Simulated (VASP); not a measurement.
Output of a VASP run:

### OUTCAR
```
 ion  position               nearest neighbor table
   1  0.000  0.000  0.000-   2 2.83   2 2.83   2 2.83   2 2.83   2 2.83   2 2.83   2 2.83   2 2.83
  LATTYP: Found a simple cubic cell.
 ALAT       =     3.2648550000
 Subroutine PRICEL returns:
 Original cell was already a primitive cell.
 Subroutine GETGRP returns: Found 48 space group operations
The static configuration has the point symmetry O_h .
The dynamic configuration has the point symmetry O_h .
 Subroutine INISYM returns: Found 48 space group operations
 Subroutine IBZKPT returns following result:
 Found     20 irreducible k-points:

 Following reciprocal coordinates:
            Coordinates               Weight
  0.000000  0.000000  0.000000      1.000000
  0.142857  0.000000  0.000000      6.000000
  0.285714  0.000000  0.000000      6.000000
  0.428571  0.000000  0.000000      6.000000
  0.142857  0.142857  0.000000     12.000000
  0.285714  0.142857  0.000000     24.000000
  0.428571  0.142857  0.000000     24.000000
  0.285714  0.285714  0.000000     12.000000
  0.428571  0.285714  0.000000     24.000000
  0.428571  0.428571  0.000000     12.000000
  0.142857  0.142857  0.142857      8.000000
  0.285714  0.142857  0.142857     24.000000
  0.428571  0.142857  0.142857     24.000000
  0.285714  0.285714  0.142857     24.000000
  0.428571  0.285714  0.142857     48.000000
  0.428571  0.428571  0.142857     24.000000
  0.285714  0.285714  0.285714      8.000000
  0.428571  0.285714  0.285714     24.000000
  0.428571  0.428571  0.285714     24.000000
  0.428571  0.428571  0.428571      8.000000
   k-points           NKPTS =     20   k-points in BZ     NKDIM =     20   number of bands    NBANDS=     14
   number of dos      NEDOS =    301   number of ions     NIONS =      2
   total plane-waves  NPLWV =  13824
   dimension x,y,z NGX =    24 NGY =   24 NGZ =   24
   dimension x,y,z NGXF=    48 NGYF=   48 NGZF=   48
   ions per type =               1   1
   PREC   = accura    normal or accurate (medium, high low for compatibility)
   ISTART =      0    job   : 0-new  1-cont  2-samecut
   ICHARG =      2    charge: 1-file 2-atom 10-const
   ISPIN  =      1    spin polarized calculation?
   LNONCOLLINEAR =      F non collinear calculations
   LSORBIT =      F    spin-orbit coupling
   INIWAV =      1    electr: 0-lowe 1-rand  2-diag
   ENCUT  =  400.0 eV  29.40 Ry    5.42 a.u.   5.32  5.32  5.32*2*pi/ulx,y,z
   NELM   =    100;   NELMIN=  2; NELMDL= -5     # of ELM steps
   EDIFF  = 0.1E-05   stopping-criterion for ELM
   LREAL  =      F    real-space projection
   NLSPLINE    = F    spline interpolate recip. space projectors
   LMAXMIX     =    4 max onsite mixed and CHGCAR
   VOSKOWN=      0    Vosko Wilk Nusair interpolation
   EDIFFG = 0.1E-04   stopping-criterion for IOM
   NSW    =      0    number of steps for IOM
   NBLOCK =      1;   KBLOCK =      1    inner block; outer block
   IBRION =     -1    ionic relax: 0-MD 1-quasi-New 2-CG
   NFREE  =      0    steps in history (QN), initial steepest desc. (CG)
   ISIF   =      2    stress and relaxation
   ISYM   =      2    0-nonsym 1-usesym 2-fastsym
   TEIN   =    0.0    initial temperature
   TEBEG  =    0.0;   TEEND  =   0.0 temperature during run
   SMASS  =  -3.00    Nose mass-parameter (am)
   PSTRESS=    0.0 pullay stress
   NELECT =      20.5000    total number of electrons
   EFERMI =   0.00;   METHOD = LEGACY
   ISMEAR =     0;   SIGMA  =   0.05  broadening in eV -4-tet -1-fermi 0-gaus
   IALGO  =     38    algorithm
   LDIAG  =      T    sub-space diagonalisation (order eigenvalues)
   IMIX   =      4    mixing-type and parameters
     AMIX     =   0.40;   BMIX     =  1.00
     AMIX_MAG =   1.60;   BMIX_MAG =  1.00
     AMIN     =   0.10
   GGA     = PE    functional components
   VOSKOWN =     0    Vosko Wilk Nusair interpolation
   LHFCALC =     F    Hartree Fock is set to
   LHFONE  =     F    Hartree Fock one center treatment
   AEXX    =    0.0000 exact exchange contribution
...
```

### OSZICAR
```
       N       E                     dE             d eps       ncg     rms          rms(c)
DAV:   1     0.104793733014E+03    0.10479E+03   -0.10166E+04   632   0.113E+03
DAV:   2    -0.136996404151E+02   -0.11849E+03   -0.11605E+03   644   0.300E+02
DAV:   3    -0.165049989134E+02   -0.28054E+01   -0.27809E+01   662   0.479E+01
DAV:   4    -0.165326854415E+02   -0.27687E-01   -0.27678E-01   662   0.506E+00
DAV:   5    -0.165331868069E+02   -0.50137E-03   -0.50137E-03   668   0.625E-01    0.148E+01
DAV:   6    -0.164031285586E+02    0.13006E+00   -0.11142E+00   572   0.110E+01    0.828E+00
DAV:   7    -0.163602913755E+02    0.42837E-01   -0.50774E-01   590   0.734E+00    0.473E+00
DAV:   8    -0.163251255629E+02    0.35166E-01   -0.12622E-01   566   0.386E+00    0.164E+00
DAV:   9    -0.163254208315E+02   -0.29527E-03   -0.11498E-03   692   0.300E-01    0.179E+00
DAV:  10    -0.163239531433E+02    0.14677E-02   -0.10767E-02   596   0.101E+00    0.121E+00
DAV:  11    -0.163236144924E+02    0.33865E-03   -0.88633E-04   584   0.324E-01    0.513E-01
DAV:  12    -0.163235783342E+02    0.36158E-04   -0.29380E-05   644   0.508E-02    0.434E-01
DAV:  13    -0.163235280229E+02    0.50311E-04   -0.75793E-05   584   0.955E-02    0.220E-01
DAV:  14    -0.163235231455E+02    0.48774E-05   -0.53027E-06   608   0.208E-02    0.188E-01
DAV:  15    -0.163235171779E+02    0.59676E-05   -0.95411E-06   578   0.347E-02    0.698E-02
DAV:  16    -0.163235158862E+02    0.12917E-05   -0.23834E-06   478   0.160E-02    0.117E-02
DAV:  17    -0.163235158248E+02    0.61411E-07   -0.19090E-07   292   0.349E-03
   1 F= -.16323516E+02 E0= -.16322513E+02  d E =-.200549E-02
```

### OUTCAR
```
------------------------ aborting loop because EDIFF is reached ----------------------------------------
  FORCE on cell =-STRESS in cart. coord.  units (eV):
  Direction    XX          YY          ZZ          XY          YZ          ZX
  --------------------------------------------------------------------------------------
  Total       -6.3383371     -6.3383371     -6.3383371     -0.0000000      0.0000000     -0.0000000
  in kB     -291.8060031   -291.8060031   -291.8060031     -0.0000000      0.0000000     -0.0000000
  external PRESSURE =    -291.8060031 kB  Pullay stress =       0.0000000 kB
  volume of cell :       34.80
      direct lattice vectors                 reciprocal lattice vectors
     3.264855000  0.000000000  0.000000000     0.306292316  0.000000000  0.000000000
     0.000000000  3.264855000  0.000000000     0.000000000  0.306292316  0.000000000
     0.000000000  0.000000000  3.264855000     0.000000000  0.000000000  0.306292316
 POSITION                                       TOTAL-FORCE (eV/Angst)
 -----------------------------------------------------------------------------------
      0.00000      0.00000      0.00000         0.000000      0.000000      0.000000
      1.63243      1.63243      1.63243         0.000000      0.000000      0.000000
 -----------------------------------------------------------------------------------
    total drift:                                0.000000      0.000000      0.000000
  FREE ENERGIE OF THE ION-ELECTRON SYSTEM (eV)
  ---------------------------------------------------
  free  energy   TOTEN  =       -16.3235158248 eV

  energy  without entropy=      -16.3215103330  energy(sigma->0) =      -16.32251308
```
(Selected blocks of OUTCAR.)

File POSCAR:
```
TeRh
1
    3.2648550000     0.0000000000     0.0000000000
    0.0000000000     3.2648550000     0.0000000000
    0.0000000000     0.0000000000     3.2648550000
Rh Te
1 1
Direct
  0.0000000000   0.0000000000   0.0000000000
  0.5000000000   0.5000000000   0.5000000000
```

Question: Reconstruct the remaining input files.

Answer: One answer among several that fit: the input of the run itself, PBE GGA, plane waves, VASP's PBE PAW potentials (set 64).

KPOINTS:
```
Regular mesh
0
G
 7 7 7
```

### INCAR
```
SYSTEM = TeRh
PREC = Accurate
ENCUT = 400
EDIFF = 1E-6
NELM = 100
ALGO = Normal
LREAL = .FALSE.
LASPH = .TRUE.
ISMEAR = 0
SIGMA = 0.05
GGA = PE
LMAXMIX = 4
LWAVE = .FALSE.
LCHARG = .FALSE.
ISIF = 2
NELECT = 20.5
```

POTCAR, in this order: Rh_pv Te (PBE.64 set). Program: vasp_std.

The cell is charged, with a uniform compensating background.

The structure was generated: TeRh was put into the CsCl type (Pm-3m), which need not be its known phase. The cell was not relaxed at this level. The run is one of a series of settings (NELECT = 20.5 against the base run), some of them coarse on purpose.
